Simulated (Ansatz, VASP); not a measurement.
# Al6Si2O13 (mullite glass 60Al2O3-40SiO2): VASP beside Ansatz

Wanted: the spread between two codes on one cell, functional and k mesh. Of the first pair: The structure shown is the start of the Ansatz relaxation below; VASP solves that cell, so the two are compared at the walk's first step.

Calculated with Ansatz 0.2.0; plane waves, with VASP 6.6.1 beside it; single point at PBE.

## 1. Set-up

The cell holds 21 atoms: 6 Al, 2 Si and 13 O. Its edges and angles: a = 6.285 Å, b = 6.285 Å, c = 6.285 Å, α = 90.0°, β = 90.0°, γ = 90.0°. As first built, before any earlier steps moved the atoms (in the runner's words): 21 atoms (6 Al, 2 Si, 13 O) placed at random at 2.85 g/cm^3, melted at 4000 K for 8 ps at fixed volume with the Morse and Coulomb pair potential with partial charges (Pedone, Malavasi, Menziani, Cormack and Segre, J. Phys. Chem. B 110, 11780 (2006)). Quenched from 4000 K to 300 K at 60 K/ps and fixed volume, held 5 ps.

## 2. Ansatz: relaxation, PBE

Ansatz runs on its default PAW (the set named soft_2) files.

The two programs are compared at the cell with which this relaxation starts, whose forces are those of its first step.

Contents of input.yaml:

```yaml
crystal:
  lattice:
    - [6.2847, 0.0, 0.0]
    - [0.0, 6.2847, 0.0]
    - [0.0, 0.0, 6.2847]
  atoms:
    - { symbol: Al, position: [0.22117, 0.37041, 0.9283] }
    - { symbol: Al, position: [0.21179, 0.45199, 0.41545] }
    - { symbol: Al, position: [0.33015, 0.79908, 0.14849] }
    - { symbol: Al, position: [0.48914, 0.68536, 0.69195] }
    - { symbol: Al, position: [0.64086, 0.07275, 0.92768] }
    - { symbol: Al, position: [0.56829, 0.05638, 0.42108] }
    - { symbol: Si, position: [0.98768, 0.05126, 0.29438] }
    - { symbol: Si, position: [0.83127, 0.33774, 0.654] }
    - { symbol: O, position: [0.25261, 0.54583, 0.68336] }
    - { symbol: O, position: [0.21658, 0.55074, 0.14649] }
    - { symbol: O, position: [0.01979, 0.84108, 0.42548] }
    - { symbol: O, position: [0.97655, 0.27346, 0.43657] }
    - { symbol: O, position: [0.49373, 0.83299, 0.92956] }
    - { symbol: O, position: [0.71709, 0.5442, 0.64763] }
    - { symbol: O, position: [0.7172, 0.09585, 0.66281] }
    - { symbol: O, position: [0.74558, 0.04838, 0.19876] }
    - { symbol: O, position: [0.96678, 0.30633, 0.86767] }
    - { symbol: O, position: [0.45729, 0.82441, 0.40765] }
    - { symbol: O, position: [0.4657, 0.28061, 0.92454] }
    - { symbol: O, position: [0.41259, 0.27082, 0.40798] }
    - { symbol: O, position: [0.16876, 0.0395, 0.12024] }
kpoints:
  mp_grid: { grid: [1, 1, 1] }
hamiltonian:
  xc: pbe
scf:
  occupations: { method: fixed }
output:
  forces: true
  stress: true
relax:
  f_tol: 0.04
  max_steps: 90
  cell: { stress_tol: 0.1, fix: [alpha, beta, gamma] }
```

Command:

```sh
$ ansatz run input.yaml --threads 8 --pin off --max-ram 15360MiB --backend cpu --events-out ev --progress --plain --runs-dir out
```

Numbers of over 12 decimals in the logs are rounded to 6 here.

What it wrote:

```text
The last accepted step is kept in <dir> (removed where the run ends without a failure and the disk answers)
Engine: ansatz 0.2.0, x86_64-unknown-linux-gnu
Pseudopotentials: kind: paw
Pseudopotential: Al, paw, valence charge 3, recommended cutoff 420 eV (normal), Al.paw.azcp
Pseudopotential: Si, paw, valence charge 4, recommended cutoff 420 eV (normal), Si.paw.azcp
Pseudopotential: O, paw, valence charge 6, recommended cutoff 420 eV (normal), O.paw.azcp
Functional definition: PBE
  parameter kappa = 0.804
  parameter beta = 0.066725
  exchange = pbe_x(kappa = kappa, mu = beta*pi^2/3)
  correlation = pbe_c(beta = beta)
Crystal: 21 atoms, lattice volume = 248.230 Å³
Basis set: ecut = 420 eV, 4945 PW (Γ), exchange–correlation on 90×90×90 points (8 copies of the dense FFT grid, shifted against one another)
Bands: 73, of which v1, the nominal top of the filled ones, is band 52 counted from 1 (51 counted from 0)
Symmetry: 1 space group operations
Space group: P1 (ITA 1), of the structure as read, at distance tolerance 6.3e-5 Å
k-points: 1
Non-local potential: Al, projectors of the file, l = 0: 2, l = 1: 2, l = 2: 1
Non-local potential: Si, projectors of the file, l = 0: 2, l = 1: 2, l = 2: 2
Non-local potential: O, projectors of the file, l = 0: 2, l = 1: 2, l = 2: 1
PAW form: soft (Blöchl's): semilocal exchange-correlation on the pseudo side does not see the compensation charge
PAW one-centre angular grid: Al, 110 points (default); XC on 64 Gauss nodes
PAW one-centre angular grid: Si, 110 points (default); XC on 64 Gauss nodes
PAW one-centre angular grid: O, 110 points (default); XC on 64 Gauss nodes
Initial density: superposition of atomic densities (neutral atoms: chi_scale 0, normalization atom), corrected by the library's trained network
Initial wavefunctions: pseudopotential atomic-orbital guess
Functional: x = pbe(κ = 0.804, μ = 0.219515), c = pbe(β = 0.066725)
SCF iter   1: F=—  HF=-11893.305508 eV  |F-HF|=—  |Δ(HF+E_count)|=         —  Δρ=6.47e-3  dr2=1.06e-1  ethr=1.77e-3  ⟨swp⟩=6.0  Hψ=304  notcnv=0  defer=19
preconditioner: auto → Resta (q_TF=auto, 2.360 Å⁻¹)  ε∞=3.3  [insulator: Δε(μ)=2.918 eV  Ē_g=15.822 eV  n_scr=56 (ndim 8)  ℏωp=24.0 eV  f_vac=0.122  ε∞_Penn≈3.3]
SCF iter   2: F=—  HF=-11893.280987 eV  |F-HF|=—  |Δ(HF+E_count)|=   2.45e-2  Δρ=2.86e-3  dr2=1.37e-2  ethr=1.02e-4  ⟨swp⟩=2.0  Hψ=125  notcnv=0  defer=19
SCF iter   3: F=—  HF=-11893.281327 eV  |F-HF|=—  |Δ(HF+E_count)|=   3.40e-4  Δρ=1.33e-3  dr2=4.68e-3  ethr=1.31e-5  ⟨swp⟩=2.0  Hψ=69  notcnv=0  defer=8
automatic band count: iteration 3 solves 62 bands in place of 73: the levels show a gap, and the empty bands left out lie too high to hold charge; the band table lists the bands solved (type scf.n_extra_bands for more)
SCF iter   4: F=—  HF=-11893.281768 eV  |F-HF|=—  |Δ(HF+E_count)|=   4.41e-4  Δρ=5.35e-4  dr2=5.42e-4  ethr=4.50e-6  ⟨swp⟩=3.0  Hψ=104  notcnv=0  defer=8
SCF iter   5: F=—  HF=-11893.281692 eV  |F-HF|=—  |Δ(HF+E_count)|=   7.59e-5  Δρ=1.55e-4  dr2=5.33e-5  ethr=5.21e-7  ⟨swp⟩=2.0  Hψ=101  notcnv=0  defer=8
SCF iter   6: F=—  HF=-11893.281720 eV  |F-HF|=—  |Δ(HF+E_count)|=   2.76e-5  Δρ=8.27e-5  dr2=1.35e-5  ethr=5.13e-8  ⟨swp⟩=2.0  Hψ=103  notcnv=0  defer=6
SCF iter   7: F=—  HF=-11893.281718 eV  |F-HF|=—  |Δ(HF+E_count)|=   1.40e-6  Δρ=1.81e-5  dr2=9.15e-7  ethr=1.30e-8  ⟨swp⟩=2.0  Hψ=102  notcnv=0  defer=6
SCF iter   8: F=—  HF=-11893.281719 eV  |F-HF|=—  |Δ(HF+E_count)|=   4.91e-7  Δρ=7.10e-6  dr2=1.43e-7  ethr=8.80e-10  ⟨swp⟩=2.0  Hψ=103  notcnv=0  defer=6
SCF iter   9: F=-11893.281719 eV  HF=-11893.281719 eV  |F-HF|=7.68e-9  |Δ(HF+E_count)|=   9.45e-8  Δρ=3.51e-6  dr2=2.76e-8  ethr=9.62e-11  ⟨swp⟩=5.0  Hψ=215  notcnv=0
SCF 1 converged in 9 iterations: F = -11893.281719 eV  dr2 = 2.76e-8
  greatest PAW one-centre occupation: 0.867 electrons in one spin orbital (limit 2), on the O atom at site 13 (counted from 0), in its partial waves of l = 0
relax step   1: F+E_penalty+E_count = -11893.28171877 eV  Δ(F+E_penalty+E_count) = +0.000e0 eV  max|allowed force component| = 3.972e0 eV/Å  Δτ_max = 0.0000 Å  P = +14.723 GPa  Ω = 248.230 Å³  fix = [alpha, beta, gamma]  reactions: alpha -0.452, beta +2.221, gamma -4.977 GPa/rad  (9 SCF iters, dr2 threshold 1.00e-7 eV, accepted)
[...]
relax step  14: F+E_penalty+E_count = -11896.80051951 eV  Δ(F+E_penalty+E_count) = -2.188e-2 eV  max|allowed force component| = 9.770e-2 eV/Å  Δτ_max = 0.0728 Å  P = +0.052 GPa  Ω = 287.335 Å³  energy of the carried Pulay correction = -1.555e-2 eV  fix = [alpha, beta, gamma]  reactions: alpha +2.771, beta +2.641, gamma -2.209 GPa/rad  (7 SCF iters, dr2 threshold 2.10e-6 eV, accepted)
[...]
relax step  15: F+E_penalty+E_count = -11896.80137200 eV  Δ(F+E_penalty+E_count) = -8.525e-4 eV  max|allowed force component| = 2.530e-2 eV/Å  Δτ_max = 0.0220 Å  P = -0.019 GPa  Ω = 287.830 Å³  energy of the carried Pulay correction = -1.752e-2 eV  fix = [alpha, beta, gamma]  reactions: alpha +2.843, beta +2.639, gamma -2.190 GPa/rad  (7 SCF iters, dr2 threshold 5.97e-7 eV, accepted)
relax step  16: F+E_penalty+E_count = -11896.82883364 eV  Δ(F+E_penalty+E_count) = -2.746e-2 eV  max|allowed force component| = 2.428e-2 eV/Å  Δτ_max = 0.0000 Å  P = +0.023 GPa  Ω = 287.830 Å³  fix = [alpha, beta, gamma]  reactions: alpha +2.843, beta +2.638, gamma -2.194 GPa/rad  stress off target by 1.27e-1 GPa on what of the cell is left free  SCF on the basis re-selected at this cell (its energy is not comparable with the rows above)  (7 SCF iters)
[...]
relax step  17: F+E_penalty+E_count = -11896.82917905 eV  Δ(F+E_penalty+E_count) = -3.454e-4 eV  max|allowed force component| = 7.193e-3 eV/Å  Δτ_max = 0.0113 Å  P = -0.013 GPa  Ω = 287.926 Å³  energy of the carried Pulay correction = -1.659e-4 eV  fix = [alpha, beta, gamma]  reactions: alpha +2.831, beta +2.624, gamma -2.203 GPa/rad  (7 SCF iters, dr2 threshold 4.06e-8 eV, accepted)
[...]
relax step  18: F+E_penalty+E_count = -11896.82769308 eV  Δ(F+E_penalty+E_count) = +1.486e-3 eV  max|allowed force component| = 7.334e-3 eV/Å  Δτ_max = 0.0000 Å  P = -0.015 GPa  Ω = 287.926 Å³  fix = [alpha, beta, gamma]  reactions: alpha +2.830, beta +2.624, gamma -2.203 GPa/rad  stress off target by 4.24e-2 GPa on what of the cell is left free  SCF on the basis re-selected at this cell (its energy is not comparable with the rows above)  (4 SCF iters)
basis re-selected at this cell: Δ(F+E_penalty+E_count) = +1.486e-3 eV, ΔP = -0.002 GPa vs the last step (what re-selecting the basis moved, of the pressure what is left beyond the Pulay correction that the steps carried, after the strain that the cell walked since its last selection, with what the two solves' SCF thresholds leave and, on support functions, any second-order correction that the steps lacked; it is no m [...]
SCF converged after 4 iterations
Free energy (F): -11896.827693 eV
Harris-Foulkes:  -11896.827693 eV  (|F-HF|=1.91e-10)
Internal energy: -11896.827693 eV  (E = F + TS)
E sigma→0 (E₀):  -11896.827693 eV
Fermi energy:    2.883038 eV
--- Per-component energies (eV) ---
  E_band       = -430.040890
  E_kinetic    = 2550.873033
  E_local      = -6935.428990  (includes V_loc(G=0)·N_el)
  E_nonlocal   = 730.012972
  E_hartree    = 2615.203956
  E_xc         = -1317.937579
  E_vxc        = -1503.934599  (∫ρ·V_xc dr)
  E_paw        = -5894.357428  (= ΣΔE_a)
  E_vpaw       = -502.004792  (= ΣTr[D̂ρ^β])
  E_aug_tail   = 0.032849  (compensation charges beyond the density's cutoff)
  E_ewald      = -3645.226505
  E_smearing   = -0.000000  (= −TS)
  E_closure    = -0.000000  (closes the sum)
  Σ components = -11896.827693   (vs F -11896.827693, Δ=0.00e0)
--- Forces (eV/Å), atoms counted from 1 ---
  atom   1  Al    -0.00244616    -0.00154401    -0.00079928
  atom   2  Al    -0.00174294     0.00141972    -0.00128458
  atom   3  Al     0.00028775     0.00498877    -0.00042399
  atom   4  Al    -0.00106842    -0.00230531    -0.00255228
  atom   5  Al     0.00002587    -0.00028067     0.00039126
  atom   6  Al    -0.00209071    -0.00347968     0.00472859
  atom   7  Si     0.00195129    -0.00162784    -0.00358150
  atom   8  Si    -0.00064572    -0.00098609    -0.00083501
  atom   9  O      0.00279953     0.00108336     0.00127893
  atom  10  O      0.00065019     0.00058683    -0.00133255
  atom  11  O     -0.00055931     0.00086511    -0.00003286
  atom  12  O      0.00018574    -0.00419533    -0.00204004
  atom  13  O      0.00049023     0.00480629    -0.00187381
  atom  14  O     -0.00076579     0.00224735     0.00039626
  atom  15  O      0.00414230     0.00316436     0.00030895
  atom  16  O      0.00134032    -0.00034128    -0.00043306
  atom  17  O      0.00076685     0.00132667     0.00134152
  atom  18  O     -0.00200578    -0.00077405     0.00084369
  atom  19  O      0.00127236     0.00106705    -0.00073173
  atom  20  O     -0.00123296    -0.00410940    -0.00070352
  atom  21  O     -0.00134655    -0.00190752     0.00733362
  max |Σ_I F_I| component: 8.07e-6 eV/Å
--- Stress (GPa, compression-positive) ---
       -0.015807       2.202650      -2.624230
        2.202675       0.013906      -2.830241
       -2.624229      -2.830252      -0.042350
  P = ⅓ Tr σ = -0.0148 GPa (-0.148 kbar)
--- Relaxed structure (15 steps of the walk, 15 accepted, 3 SCFs on fresh bases) ---
  F+E_penalty+E_count = -11896.82769308 eV   max|allowed force component| = 7.334e-3 eV/Å   (the final SCF, on the basis selected at the relaxed cell)
  cell:  # Å, volume = 287.9261 Å³
    - [6.872048, 0, 0]
    - [0, 6.910253, 0]
    - [0, 0, 6.063186]
  atoms:
    - { symbol: Al, position: [0.245619, 0.417496, 0.921669] }
    - { symbol: Al, position: [0.239178, 0.396483, 0.420009] }
    - { symbol: Al, position: [0.223878, 0.806707, 0.276239] }
    - { symbol: Al, position: [0.525693, 0.675917, 0.648120] }
    - { symbol: Al, position: [0.595017, 0.078184, 0.932808] }
    - { symbol: Al, position: [0.566072, 0.053243, 0.437663] }
    - { symbol: Si, position: [0.971245, 0.050177, 0.286478] }
    - { symbol: Si, position: [0.853736, 0.342166, 0.644635] }
    - { symbol: O, position: [0.306055, 0.534414, 0.660142] }
    - { symbol: O, position: [0.218539, 0.555876, 0.185656] }
    - { symbol: O, position: [0.018575, 0.871393, 0.451488] }
    - { symbol: O, position: [0.991387, 0.276431, 0.416621] }
    - { symbol: O, position: [0.547439, 0.843645, 0.856195] }
    - { symbol: O, position: [0.722574, 0.524729, 0.587860] }
    - { symbol: O, position: [0.718018, 0.142811, 0.667724] }
    - { symbol: O, position: [0.737634, 0.063658, 0.203643] }
    - { symbol: O, position: [1.003072, 0.361644, 0.845370] }
    - { symbol: O, position: [0.461534, 0.817595, 0.405994] }
    - { symbol: O, position: [0.445012, 0.273138, 0.969230] }
    - { symbol: O, position: [0.368707, 0.192497, 0.424895] }
    - { symbol: O, position: [0.131615, 0.000965028, 0.097628] }
```

Reading the cycles: dr2 is the Hartree energy of the density residual (eV), the measure of convergence; HF is the Harris–Foulkes estimate of the energy, which meets the free energy F at convergence.

[end of part 1 of 3]

[Lines on the potential files, build, host, timing and source positions are cut from VASP's logs without a mark.]

[Logs are printed without paths, hosts, clocks, repeated set-up lines and the standing remarks that a program may print on its own settings, such as how far it seeks lower states.]

[Hosts, paths, dates, database ids (printed as entryN), source tags and the programs' standing remarks are cut or masked in the printed files.]
